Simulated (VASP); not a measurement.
```
MoS2
1.0
    1.49865    -2.59574     0.00000
    1.49865     2.59574     0.00000
    0.00000     0.00000    10.91770
Mo S
2 4
Direct
  0.33333   0.66667   0.25000
  0.66667   0.33333   0.75000
  0.33333   0.66667   0.89368
  0.66667   0.33333   0.39368
  0.66667   0.33333   0.10632
  0.33333   0.66667   0.60632
```

All values below come from LDA (Ceperley-Alder, Perdew-Zunger), VASP's LDA PAW potentials (set 64) (plane waves; VASP). Settings: 500 eV cut-off, 12×12×3 Γ-centred mesh, first-order Methfessel-Paxton smearing of 0.10 eV, potentials Mo_sv S.

Energy and stress use the plane-wave basis of the starting cell.

Q: The ions, cell shape and volume at an external pressure of 30.0 GPa are relaxed. Give the cell that the relaxation ends in.

A: 
```
MoS2
1.0
    1.47503    -2.55483     0.00000
    1.47503     2.55483     0.00000
    0.00000     0.00000    10.71071
Mo S
2 4
Direct
  0.33333   0.66667   0.25000
  0.66667   0.33333   0.75000
  0.33333   0.66667   0.89689
  0.66667   0.33333   0.39689
  0.66667   0.33333   0.10311
  0.33333   0.66667   0.60311
```
Space group P6_3/mmc (194), at a tolerance of 0.03 Å.

Q: How do energy and volume change from the first to the last step?

A: The energy (σ→0) changes by +108.6 meV/atom and the volume by -5.0 %, in 7 ionic steps.

The compound is MoS2 in the 2H layered structure. This run relaxes it under an external pressure of 30 GPa. Symmetry was kept, so distortions that lower it aren't found.
